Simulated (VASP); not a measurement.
Here is the system:

```
CELL_PARAMETERS angstrom
      0.00000     1.81493     1.81493
      1.81493     0.00000     1.81493
      1.81493     1.81493     0.00000
ATOMIC_POSITIONS crystal
  Li 0.00000 0.00000 0.00000
  F  0.50000 0.50000 0.50000
```

Computed with LDA (Ceperley-Alder, Perdew-Zunger), VASP's LDA PAW potentials (set 64) (plane waves; VASP). Settings: 620 eV cut-off, 12×12×12 Γ-centred mesh, Gaussian smearing of 0.050 eV, potentials Li_sv F.

Problem. What does the run give for the energy per atom (σ→0), pressure?

Solution. 
energy per atom (σ→0): -5.130 eV/atom
pressure: 30.13 GPa

The compound is LiF in the rock salt structure. It was relaxed first under an external pressure of 30 GPa.
